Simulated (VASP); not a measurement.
Given:

```yaml
crystal:
  lattice:
    - [0.00000, 1.99104, 1.99104]
    - [1.93131, 0.00000, 1.99104]
    - [1.93131, 1.99104, 0.00000]
  atoms:
    - { symbol: Al, position: [0.00000, 0.00000, 0.00000] }
```

All values below come from r2SCAN meta-GGA, VASP's PBE PAW potentials (set 64) (plane waves; VASP). Settings: 480 eV cut-off, 14×14×14 Γ-centred mesh, first-order Methfessel-Paxton smearing of 0.10 eV, potentials Al.

### Question
Give the stress tensor in GPa (positive for a compressed cell).

### Answer

```
5.34  0.00  0.00
0.00  2.28  0.00
0.00  0.00  2.28
```
The pressure is its mean diagonal, 3.30 GPa.

The compound is Al in the fcc structure. This cell was strained or had an atom moved on purpose.
